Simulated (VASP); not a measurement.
Given:

```yaml
crystal:
  lattice:
    - [0.00000, 2.72853, 2.83767]
    - [2.83767, 0.00000, 2.83767]
    - [2.83767, 2.72853, 0.00000]
  atoms:
    - { symbol: Ca, position: [0.00000, 0.00000, 0.00000] }
```

Method: PBEsol GGA, VASP's PBE PAW potentials (set 64) (plane waves; VASP 6.6.1). Numerical set-up: 480 eV cut-off, 10×10×10 Γ-centred mesh, first-order Methfessel-Paxton smearing of 0.10 eV, potentials Ca_sv.

### Question
Give the stress tensor in GPa (positive for a compressed cell).

### Answer

```
-1.36   0.00   0.00
 0.00  -1.07   0.00
 0.00   0.00  -1.36
```
The pressure is its mean diagonal, -1.26 GPa.

The compound is Ca in the fcc structure. This cell was strained or had an atom moved on purpose.
